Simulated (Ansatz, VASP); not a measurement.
# HfOs in two plane-wave programs, part 2 of 2

One calculation is typed for both programs; each brings its own data sets. How far apart do they land? The cell is taken from a series of runs on this material, whose earlier steps may have relaxed, scaled, displaced or heated it; both programs get it as it stands.

VASP 6.6.1 and Ansatz 0.2.0.

So far: The starting structure; VASP: relaxation of cell and atoms, PBEsol; Ansatz: relaxation of cell and atoms, PBEsol.

## 4. Side by side

Known differences besides the potentials themselves: the data sets hold 42 valence electrons in Ansatz (on its PAW soft_1 files) and 18 in VASP; the cutoff is 420 eV in Ansatz and 600 eV in VASP; Ansatz makes its cores anew for this functional, VASP keeps those of its PBE data sets; Ansatz adds a Pulay correction to the stress that steers its cell, VASP none. Total energies have different zeros and are not compared.

The two programs side by side:

```
                                         quantity  Ansatz   VASP  difference
                                      volume (Å³)   33.53  33.40     +0.38 %
edge a after relaxation, in the typed setting (Å)   3.224  3.220     +0.12 %
```

## 5. VASP: zone-centre phonons, PBEsol

Second derivatives magnify differences that forces hide, and they need a tight electronic threshold.

INCAR reads:

```
SYSTEM = HfOs
PREC = Accurate
ENCUT = 600
EDIFF = 1E-08
NELM = 120
ISMEAR = 1
SIGMA = 0.2
LREAL = .FALSE.
ALGO = Normal
GGA = PS
NBANDS = 15
LASPH = .TRUE.
LORBIT = 11
LWAVE = .FALSE.
LCHARG = .FALSE.
ISIF = 2
IBRION = 8
GGA_COMPAT = .FALSE.
KPAR = 2
```

POSCAR reads:

```
HfOs
1.0
    3.2245294961      0.0000000000      0.0000000000
    0.0000000000      3.2245294961      0.0000000000
    0.0000000000      0.0000000000      3.2245294961
Hf Os
1 1
Direct
    0.0000000000      0.0000000000      0.0000000000
    0.5000000000      0.5000000000      0.5000000000
```

KPOINTS reads:

```
Automatic mesh
0
Gamma
16 16 16
0 0 0
```

PAW data sets: Hf_pv and Os (PBE family, release 64).

Started as:

```sh
> mpirun -np 2 vasp_std
```

Numbers of over 12 decimals in the logs are rounded to 6 here.

What it wrote:

```text
[banner, memory and clock lines left out]
running    2 mpi-ranks, on    1 nodes
[...]
[... a notice as in an earlier step ...]

 LDA part: xc-table for (Slater+PW92), standard interpolation
 POSCAR, INCAR and KPOINTS ok, starting setup
[...]
entering main loop
       N       E                     dE             d eps       ncg     rms          rms(c)
DAV:   1     0.781526185895E+02    0.78153E+02   -0.10147E+04  4958   0.129E+03
DAV:   2    -0.211628787643E+02   -0.99315E+02   -0.90851E+02  5797   0.322E+02
DAV:   3    -0.251011669597E+02   -0.39383E+01   -0.38543E+01  6357   0.465E+01
DAV:   4    -0.251444592960E+02   -0.43292E-01   -0.43272E-01  5566   0.582E+00
[...]
DAV:  15    -0.241443859078E+02   -0.25621E-07   -0.50296E-09  2776   0.584E-04    0.785E-04
DAV:  16    -0.241443858968E+02    0.10998E-07   -0.10939E-09  2608   0.371E-04    0.198E-04
DAV:  17    -0.241443858992E+02   -0.24165E-08   -0.19658E-10  2608   0.150E-04
   1 F= -.24144386E+02 E0= -.24144514E+02  d E =0.384970E-03
[...]
RMM:  13    -0.218497897707E+00   -0.14052E-07   -0.21871E-07 28529   0.271E-05    0.694E-05
RMM:  14    -0.218497900002E+00   -0.22947E-08   -0.17658E-07 24791   0.149E-05    0.295E-05
RMM:  15    -0.218497900257E+00   -0.25538E-09   -0.83070E-08 19761   0.909E-06    0.156E-05
 first order change of Fermi-energy   0.17881E-04
 force on displaced ion       1 direction 1 :  -8.067   0.000  -0.000
 Linear response progress:
  Degree of freedom:   2/  2
       N       E                     dE             d eps       ncg     rms          rms(c)
RMM:   1    -0.212626510819E+00   -0.21263E+00   -0.95074E-02 24582   0.224E+00
RMM:   2    -0.213843742349E+00   -0.12172E-02   -0.24729E-03 18473   0.375E-01    0.411E-01
RMM:   3    -0.213507014283E+00    0.33673E-03   -0.25935E-04 17725   0.104E-01    0.224E-01
RMM:   4    -0.213800635588E+00   -0.29362E-03   -0.34889E-04 17850   0.120E-01    0.254E-02
[...]
RMM:  11    -0.213835470561E+00   -0.65129E-07    0.17767E-10 19666   0.376E-05    0.378E-05
RMM:  12    -0.213835534639E+00   -0.64078E-07    0.11656E-10 20311   0.131E-05    0.147E-05
RMM:  13    -0.213835533968E+00    0.67189E-09    0.15196E-09 19161   0.359E-06    0.292E-06
 first order change of Fermi-energy   0.14933E-03
 force on displaced ion       2 direction 1 :  -8.065  -0.000  -0.000
 Linear response finished
```

From OUTCAR (step 5):

```text
  Total       -0.1908737     -0.1908737     -0.1908737      0.0000000      0.0000000     -0.0000000
  in kB       -9.1213183     -9.1213183     -9.1213183      0.0000000      0.0000000     -0.0000000
  external PRESSURE =      -9.1213183 kB  Pullay stress =       0.0000000 kB

 POSITION                                       TOTAL-FORCE (eV/Angst)
 -----------------------------------------------------------------------------------
      0.00000      0.00000      0.00000         0.000000      0.000000      0.000000
      1.61226      1.61226      1.61226         0.000000      0.000000      0.000000
 -----------------------------------------------------------------------------------
    total drift:                               -0.000000      0.000000      0.000000

[... 1 part as in an earlier step ...]

[... 1 further part left out ...]
```

## 6. Ansatz: zone-centre phonons, PBEsol

The same cell, functional, mesh and smearing now go to Ansatz, which takes its cutoff from its data sets.

The cell is taken from a series of runs on this material, whose earlier steps may have relaxed, scaled, displaced or heated it; both programs get it as it stands.

input.yaml reads:

```yaml
crystal:
  lattice:
    - [3.2245294961, 0.0, 0.0]
    - [0.0, 3.2245294961, 0.0]
    - [0.0, 0.0, 3.2245294961]
  atoms:
    - { symbol: Hf, position: [0.0, 0.0, 0.0] }
    - { symbol: Os, position: [0.5, 0.5, 0.5] }
kpoints:
  mp_grid: { grid: [16, 16, 16] }
hamiltonian:
  xc: pbesol
  pseudopotentials: { kind: paw, azcp: { folder: soft_1 }, xc_functional: pbe }
scf:
  occupations: { method: methfessel_paxton, width: 0.2 }
output:
  eigenvalues: true
phonons:
  method: dfpt
```

Started as:

```sh
> ansatz run input.yaml --threads 4 --pin off --max-ram 10240MiB --backend cpu --events-out ev --progress --plain --runs-dir out
```

What it wrote:

```text
[...]
Crystal: 2 atoms, lattice volume = 33.527 Å³
Basis set: ecut = 420 eV, 691 PW (Γ), exchange–correlation on 48×48×48 points (8 copies of the dense FFT grid, shifted against one another)
Bands: 26, of which v1, the nominal top of the filled ones, is band 21 counted from 1 (20 counted from 0)
Symmetry: 48 space group operations
k-points: 405 of 4096 (irreducible under 8 space group operations, time reversal used)
[...]
k mesh reduced under 8 symmetry operations, with k and −k counted as one. Each operation leaves every solved perturbation unchanged. A smaller set is not used because it would not reduce the number of displacements times k-points to solve
  ASR residual: 2.606e-4 → 0.000e0 eV/Å²; symmetrization residual: 1.256e-5 eV/Å²
  ASR residual per site (eV/Å²): 2.61e-4 2.01e-6
  Γ frequencies (cm⁻¹): 0.00 0.00 0.00 155.95 155.95 155.95
  non-analytic LO–TO correction: not included (Born effective charges unavailable; polar crystals: no LO–TO splitting at Γ)
[key lines of the parts left out:]
SCF converged after 11 iterations
Free energy (F): -26852.423862 eV
Fermi energy:    22.763648 eV
```

## 7. Side by side

What differs besides the data sets and the points named for the pairs above, as far as they apply: the data sets hold 42 valence electrons in Ansatz (on its PAW soft_1 files) and 18 in VASP. Total energies have different zeros and are not compared.

The two programs side by side:

```
                  quantity  Ansatz   VASP  difference
optical mode 1 to 3 (cm⁻¹)   155.9  154.3     +1.04 %
```

Modes are paired by rising frequency, not by their patterns, so a pair may set unlike modes beside each other; they are those without the splitting of longitudinal modes.

## 8. What came out

- difference in volume (relaxation of cell and atoms, PBEsol): 0.38 %
- r.m.s. difference of the optical zone-centre modes, each program's sorted by frequency (zone-centre phonons, PBEsol): 1.6 cm⁻¹
- difference in optical mode 1 to 3 (zone-centre phonons, PBEsol): +1.0 %

**Reading.** The difference in volume is 0.38 % (relaxation of cell and atoms, PBEsol), within the 1.2 % picked in this series as the mark of a large difference, as far as the stopping tolerances let one tell. The data sets hold unlike numbers of valence electrons (42 in Ansatz and 18 in VASP), so part of the differences comes from the potentials. Among the rows given in per cent, the largest difference of the zone-centre phonons, PBEsol pair is in optical mode 1 to 3, +1.0 %. 1 further run of this series is not shown here. How closely two codes agree says nothing of how well the functional describes the real material.

[Lines on the potential files, build, host, timing and source positions are cut from VASP's logs without a mark.]

[Logs are printed without paths, hosts, clocks, repeated set-up lines and the standing remarks that a program may print on its own settings, such as how far it seeks lower states.]

[Hosts, paths, dates, database ids (printed as entryN), source tags and the programs' standing remarks are cut or masked in the printed files.]
